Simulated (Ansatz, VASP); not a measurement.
## GaGe3, level by level in two programs

```xyz
4
Lattice="0.0000 3.3180 3.3180 3.3180 0.0000 3.3180 3.3180 3.3180 0.0000" Properties=species:S:1:pos:R:3 pbc="T T T"
Ge    3.3180    3.3180    3.3180
Ge    4.9770    4.9770    4.9770
Ge    1.6590    1.6590    1.6590
Ga    0.0000    0.0000    0.0000
```

The cell comes from a database or a generator and needn't be the stable form of this composition.

Single points on this cell with VASP 6.6.1 and Ansatz 0.2.0. Each row is one pair of runs. Alike in all rows: spin: off; k mesh: 7 × 7 × 7; smearing: fermi-dirac, width 0.05 eV.

| level | VASP's potentials, cutoff | Ansatz's potentials, cutoff | gap on the k mesh at the Fermi level (eV), VASP | gap on the k mesh at the Fermi level (eV), Ansatz | pressure (GPa), VASP | pressure (GPa), Ansatz |
| --- | --- | --- | --- | --- | --- | --- |
| LDA | VASP PAW LDA potentials, release 64 (Ge_d, Ga_d), 520 eV | Ansatz PAW, 420 eV | none | none | -1.6 | -1.8 |
| PBE | VASP PAW PBE potentials, release 64 (Ge_d, Ga_d), 520 eV | Ansatz PAW, 420 eV | none | none | 3.9 | 3.8 |
| r2SCAN | VASP PAW PBE potentials, release 64 (Ge_d, Ga_d), 520 eV | Ansatz PAW, 500 eV | none | none | 1.5 | 1.7 |

Pressure (GPa): the two programs differ by at most 0.16.

A gap of «none» marks a metal or a gap that the smearing closes.

Caveats: the PAW data sets were made with another functional, which shifts forces and pressure a little (VASP); the PAW data sets come from PBE, with cores solved anew for the run's functional, which leaves a small shift of forces and pressure (Ansatz).
